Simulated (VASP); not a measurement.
Output of a VASP run:

File OSZICAR:
```
       N       E                     dE             d eps       ncg     rms          rms(c)
DAV:   1     0.597090088558E+02    0.59709E+02   -0.81199E+03  1976   0.123E+03
DAV:   2    -0.435927967667E+01   -0.64068E+02   -0.63091E+02  2016   0.369E+02
DAV:   3    -0.881520180091E+01   -0.44559E+01   -0.40374E+01  3261   0.590E+01
DAV:   4    -0.893148625326E+01   -0.11628E+00   -0.11517E+00  3206   0.797E+00
DAV:   5    -0.893236118024E+01   -0.87493E-03   -0.87444E-03  2726   0.647E-01    0.243E+01
DAV:   6    -0.893130642186E+01    0.10548E-02   -0.31001E-02  3045   0.215E+00    0.144E+01
DAV:   7    -0.894647208715E+01   -0.15166E-01   -0.54565E-02  2957   0.277E+00    0.391E-01
DAV:   8    -0.894624337169E+01    0.22872E-03   -0.30269E-03  2591   0.502E-01    0.986E-02
DAV:   9    -0.894625512605E+01   -0.11754E-04   -0.24174E-04  3211   0.166E-01    0.297E-02
DAV:  10    -0.894624862187E+01    0.65042E-05   -0.25364E-05  2774   0.463E-02    0.380E-02
DAV:  11    -0.894624924841E+01   -0.62653E-06   -0.26002E-06  2528   0.160E-02    0.248E-03
DAV:  12    -0.894624950817E+01   -0.25977E-06   -0.23291E-07  1645   0.540E-03    0.930E-04
DAV:  13    -0.894624948080E+01    0.27374E-07   -0.40694E-08  1278   0.355E-03
   1 F= -.89462495E+01 E0= -.89468478E+01  d E =0.179511E-02
```

### OUTCAR
```
------------------------ aborting loop because EDIFF is reached ----------------------------------------
  FORCE on cell =-STRESS in cart. coord.  units (eV):
  Direction    XX          YY          ZZ          XY          YZ          ZX
  --------------------------------------------------------------------------------------
  Total        0.5885656      0.5885657      0.5318190      0.0000000      0.0000000     -0.0000000
  in kB       16.0440473     16.0440480     14.4971579      0.0000000      0.0000000     -0.0000000
  external PRESSURE =      15.5284178 kB  Pullay stress =       0.0000000 kB
  volume of cell :       58.77
      direct lattice vectors                 reciprocal lattice vectors
     1.761662308 -3.051288695  0.000000000     0.283822840 -0.163865189  0.000000000
     1.761662308  3.051288695  0.000000000     0.283822840  0.163865189  0.000000000
     0.000000000  0.000000000  5.467082051     0.000000000  0.000000000  0.182912931
 POSITION                                       TOTAL-FORCE (eV/Angst)
 -----------------------------------------------------------------------------------
      1.76166      1.01710      1.36677         0.000000      0.000000      0.000000
      1.76166     -1.01710      4.10031        -0.000000     -0.000000      0.000000
 -----------------------------------------------------------------------------------
    total drift:                                0.000000      0.000069     -0.000012
  FREE ENERGIE OF THE ION-ELECTRON SYSTEM (eV)
  ---------------------------------------------------
  free  energy   TOTEN  =        -8.9462494808 eV

  energy  without entropy=       -8.9480445879  energy(sigma->0) =       -8.94684785
```
(Selected blocks of OUTCAR.)

File POSCAR:
```
Tm
1
    1.7616623082    -3.0512886947     0.0000000000
    1.7616623082     3.0512886947     0.0000000000
    0.0000000000     0.0000000000     5.4670820513
Tm
2
Direct
  0.3333330000   0.6666670000   0.2500000000
  0.6666670000   0.3333330000   0.7500000000
```

Task: Reconstruct the remaining input files.

Result: This is not unique; one that fits is the input of the run itself, PBE GGA, plane waves, VASP's PBE PAW potentials (set 64).

**KPOINTS**
```
Automatic mesh
0
Gamma
12 12 6
0 0 0
```

INCAR:
```
# general
SYSTEM  = Tm
PREC    = Accurate
ENCUT   = 480
LREAL   = .False.
LASPH   = .True.

# electronic loop
EDIFF   = 1E-7
NELM    = 100
ALGO    = Normal
LMAXMIX = 6

# smearing
ISMEAR  = 1
SIGMA   = 0.1

# functional
GGA     = PE

# ions
ISIF    = 2

# output
LWAVE   = .False.
LCHARG  = .False.
```

POTCAR, in this order: Tm_3 (PBE.64 set). Program: vasp_std.

The 4f electrons are frozen in the core of the lanthanide potential, so 4f levels, which can set the real gap, and their magnetism are missing.

The compound is Tm in the hcp structure. This cell was strained or had an atom moved on purpose.
